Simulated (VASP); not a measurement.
Level of theory: r2SCAN meta-GGA, VASP's PBE PAW potentials (set 64) (plane waves; VASP).

The input files of a VASP run:

File KPOINTS:
```
Automatic
0
G
 8 8 6
0 0 0
```

**POSCAR**
```
Ga
1.0
  2.2094571659  -3.7936948579   0.0000000000
  2.2094571659   3.7936948579   0.0000000000
  0.0000000000   0.0000000000   4.5448735427
Ga
4
direct
  0.1556601744   0.8443398256   0.9155154573
  0.3443398256   0.6556601744   0.4155154573
  0.6556601744   0.3443398256   0.5844845427
  0.7990798397   0.1104001886   0.0844845427
```

**INCAR**
```
! general
SYSTEM   =  Ga
PREC     =  Accurate
ENCUT    =  480
LREAL    =  .FALSE.
LASPH    =  .TRUE.

! electronic loop
EDIFF    =  1E-7
NELM     =  100
ALGO     =  Normal
LMAXMIX  =  4
LMIXTAU  =  .TRUE.

! smearing
ISMEAR   =  1
SIGMA    =  0.1

! functional
METAGGA  =  R2SCAN

! ions
ISIF     =  2

! output
LWAVE    =  .FALSE.
LCHARG   =  .FALSE.
```

POTCAR, in this order: Ga_d (PBE.64 set). Program: vasp_std.

Output

OSZICAR:
```
       N       E                     dE             d eps       ncg     rms          rms(c)
DAV:   1     0.316930425466E+03    0.31693E+03   -0.25876E+04 12312   0.316E+03
DAV:   2    -0.951862766710E+01   -0.32645E+03   -0.32122E+03 12523   0.565E+02
DAV:   3    -0.493449928952E+02   -0.39826E+02   -0.39457E+02 13748   0.154E+02
DAV:   4    -0.504770835281E+02   -0.11321E+01   -0.11245E+01 13528   0.305E+01
DAV:   5    -0.505016386184E+02   -0.24555E-01   -0.24551E-01 14480   0.455E+00    0.263E+00
DAV:   6    -0.462893045867E+02    0.42123E+01   -0.14252E+00 14602   0.172E+01    0.143E+00
DAV:   7    -0.445419582657E+02    0.17473E+01   -0.63253E-01 13419   0.703E+00    0.758E-01
DAV:   8    -0.456677110809E+02   -0.11258E+01   -0.50427E-01 12297   0.504E+00    0.308E-01
DAV:   9    -0.456737666579E+02   -0.60556E-02   -0.70997E-02 12950   0.304E+00    0.136E-01
DAV:  10    -0.456831767100E+02   -0.94101E-02   -0.18482E-02 13930   0.233E+00    0.752E-02
DAV:  11    -0.456860940165E+02   -0.29173E-02   -0.10917E-02 12915   0.124E+00    0.691E-02
DAV:  12    -0.456869113135E+02   -0.81730E-03   -0.74040E-04 13776   0.496E-01    0.514E-02
DAV:  13    -0.456876072958E+02   -0.69598E-03   -0.58035E-04 12929   0.360E-01    0.255E-02
DAV:  14    -0.456887208779E+02   -0.11136E-02   -0.11867E-03 12712   0.329E-01    0.124E-02
DAV:  15    -0.456886993305E+02    0.21547E-04   -0.83117E-05 14707   0.108E-01    0.669E-03
DAV:  16    -0.456887146749E+02   -0.15344E-04   -0.91966E-06 13352   0.418E-02    0.409E-03
DAV:  17    -0.456887230149E+02   -0.83400E-05   -0.25835E-05 13202   0.555E-02    0.366E-03
DAV:  18    -0.456887214419E+02    0.15730E-05   -0.45447E-06 13384   0.435E-02    0.102E-03
DAV:  19    -0.456887226150E+02   -0.11731E-05   -0.21070E-06 13055   0.153E-02    0.789E-04
DAV:  20    -0.456887233212E+02   -0.70617E-06   -0.36054E-07 10737   0.763E-03    0.298E-04
DAV:  21    -0.456887235779E+02   -0.25678E-06   -0.12368E-07  9201   0.749E-03    0.165E-04
DAV:  22    -0.456887235274E+02    0.50493E-07   -0.40984E-08  7091   0.341E-03
   1 F= -.45688724E+02 E0= -.45688959E+02  d E =0.706232E-03
```

### OUTCAR
```
------------------------ aborting loop because EDIFF is reached ----------------------------------------
  FORCE on cell =-STRESS in cart. coord.  units (eV):
  Direction    XX          YY          ZZ          XY          YZ          ZX
  --------------------------------------------------------------------------------------
  Total        0.7499435      0.2687357      0.3548654     -0.0304300     -0.1193107     -0.2171937
  in kB       15.7702777      5.6511409      7.4623299     -0.6399013     -2.5089395     -4.5672850
  external PRESSURE =       9.6279162 kB  Pullay stress =       0.0000000 kB
  volume of cell :       76.19
      direct lattice vectors                 reciprocal lattice vectors
     2.209457166 -3.793694858  0.000000000     0.226299929 -0.131797632  0.000000000
     2.209457166  3.793694858  0.000000000     0.226299929  0.131797632  0.000000000
     0.000000000  0.000000000  4.544873543     0.000000000  0.000000000  0.220028124
 POSITION                                       TOTAL-FORCE (eV/Angst)
 -----------------------------------------------------------------------------------
      2.20946      2.61264      4.16090        -0.418193      0.163539     -0.066417
      2.20946      1.18105      1.88847        -0.630985     -0.022260      0.173725
      2.20946     -1.18105      2.65641         0.295016     -0.014055     -0.009273
      2.00946     -2.61264      0.38397         0.754162     -0.127223     -0.098035
 -----------------------------------------------------------------------------------
    total drift:                                0.004888      0.003793      0.000050
  FREE ENERGIE OF THE ION-ELECTRON SYSTEM (eV)
  ---------------------------------------------------
  free  energy   TOTEN  =       -45.6887235274 eV

  energy  without entropy=      -45.6894297593  energy(sigma->0) =      -45.68895894
```
(Selected blocks of OUTCAR.)

OUTCAR:
```
 val. band max:        5.2136981506   @ k =   0.0000   0.0000   0.5000

 cond. band min:       5.3132143013   @ k =   0.2500  -0.1250   0.1667


 Fermi energy:         5.2299105361

 k-point     1 :       0.0000    0.0000    0.0000
  band No.  band energies     occupation
      1     -10.6210      2.00000
      2     -10.5549      2.00000
      3     -10.5306      2.00000
      4     -10.5069      2.00000
      5     -10.4870      2.00000
      6     -10.4799      2.00000
      7     -10.4168      2.00000
      8     -10.3393      2.00000
      9     -10.3168      2.00000
     10     -10.3025      2.00000
     11     -10.2818      2.00000
     12     -10.2566      2.00000
     13     -10.2531      2.00000
     14     -10.2207      2.00000
     15     -10.1728      2.00000
     16     -10.1324      2.00000
     17     -10.0839      2.00000
     18     -10.0613      2.00000
     19     -10.0225      2.00000
     20      -9.9530      2.00000
     21      -6.6436      2.00000
     22       0.6084      2.00000
     23       0.9406      2.00000
     24       3.2972      2.00000
     25       3.8064      2.00000
     26       4.3121      2.00000
     27       6.2098     -0.00000
     28       6.2217     -0.00000
     29       6.5957     -0.00000
     30      10.7739      0.00000
     31      10.9082      0.00000

 k-point     2 :       0.1250    0.0000    0.0000
  band No.  band energies     occupation
      1     -10.6199      2.00000
      2     -10.5488      2.00000
      3     -10.5312      2.00000
      4     -10.5186      2.00000
      5     -10.4920      2.00000
      6     -10.4752      2.00000
      7     -10.4230      2.00000
      8     -10.3750      2.00000
      9     -10.3224      2.00000
     10     -10.2989      2.00000
     11     -10.2612      2.00000
     12     -10.2487      2.00000
     13     -10.2369      2.00000
     14     -10.2154      2.00000
     15     -10.1706      2.00000
     16     -10.1191      2.00000
     17     -10.0845      2.00000
...
```

The compound is Ga in the alpha structure. This cell was strained or had an atom moved on purpose.
